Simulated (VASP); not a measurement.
Input:

```xyz
3
Lattice="0.0000 3.1442 3.1442 3.1442 0.0000 3.1442 3.1442 3.1442 0.0000" Properties=species:S:1:pos:R:3 pbc="T T T"
Ba     0.0000     0.0000     0.0000
F      1.5721     1.5721     1.5721
F      4.7163     4.7163     4.7163
```

Calculation: PBE GGA, VASP's PBE PAW potentials (set 64) (plane waves; VASP). Run with PREC = Normal, EDIFF = 1E-5, 450 eV cut-off, 8×8×8 Γ-centred mesh, Gaussian smearing of 0.050 eV, potentials Ba_sv F.

At this cut-off the stress carries a Pulay error, which pulls relaxed volumes low.

### Question
Give the stress tensor in GPa (positive for a compressed cell).

### Answer

```
-1.55   0.00   0.00
 0.00  -1.55   0.00
 0.00   0.00  -1.55
```
The pressure is its mean diagonal, -1.55 GPa.

The compound is BaF2 in the fluorite structure. It was relaxed first.
